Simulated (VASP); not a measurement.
VASP input:

File KPOINTS:
```
Regular mesh
0
G
  13 13 13
0 0 0
```

**POSCAR**
```
MoSi2
1
   -1.5785893820     1.5785893820     3.8686125968
    1.5785893820    -1.5785893820     3.8686125968
    1.5785893820     1.5785893820    -3.8686125968
Si Mo
2 1
Direct
  0.6654619530   0.6654619530   1.0000000000
  0.3345380470   0.3345380470   0.0000000000
  0.0000000000   0.0000000000   1.0000000000
```

INCAR:
```
# general
SYSTEM =MoSi2
PREC   =Accurate
ENCUT  =520
LREAL  =F
LASPH  =T

# electronic loop
EDIFF  =1E-7
NELM   =100
ALGO   =Normal
LMAXMIX=4

# smearing
ISMEAR =1
SIGMA  =0.1

# functional
GGA    =PE
IVDW   =11

# ions
IBRION =2
NSW    =30
ISIF   =4
EDIFFG =-0.01

# output
LWAVE  =F
LCHARG =F
```

POTCAR, in this order: Si Mo_sv (PBE.64 set). Program: vasp_std.

Translate this PBE-D3 (zero damping) calculation to Quantum ESPRESSO's pw.x.

One equivalent input (not run):
```
&CONTROL
  calculation = 'vc-relax'
  pseudo_dir = './pseudo'
  outdir = './out'
  tprnfor = .true.
  tstress = .true.
  nstep = 30
  forc_conv_thr = 0.00039
/
&SYSTEM
  ibrav = 0
  nat = 3
  ntyp = 2
  ecutwfc = 80
  occupations = 'smearing'
  smearing = 'methfessel-paxton'
  degauss = 0.00735
  input_dft = 'pbe'
  vdw_corr = 'grimme-d3'
  dftd3_version = 3
  dftd3_threebody = .false.
/
&ELECTRONS
  conv_thr = 7.3e-09
  electron_maxstep = 100
/
&IONS
/
&CELL
  cell_dofree = 'shape'
/
ATOMIC_SPECIES
  Si 28.085 Si.upf
  Mo 95.950 Mo.upf
CELL_PARAMETERS angstrom
    -1.5785894    1.5785894    3.8686126
     1.5785894   -1.5785894    3.8686126
     1.5785894    1.5785894   -3.8686126
ATOMIC_POSITIONS crystal
  Si   0.6654620  0.6654620  1.0000000
  Si   0.3345380  0.3345380  0.0000000
  Mo   0.0000000  0.0000000  1.0000000
K_POINTS automatic
  13 13 13 0 0 0
```
What does not carry over: the potentials are each code's own (VASP's PAW set, PseudoDojo norm-conserving files in pw.x), so ENCUT and ecutwfc are chosen apart and not converted; conv_thr bounds pw.x's estimated SCF error, while EDIFF bounds the energy change between steps; forc_conv_thr acts on force components and is met together with etot_conv_thr.

The compound is MoSi2 in the MoSi2 type structure. This cell is one point of a volume scan, at 0.97 of the reference volume. Symmetry was kept, so distortions that lower it aren't found.
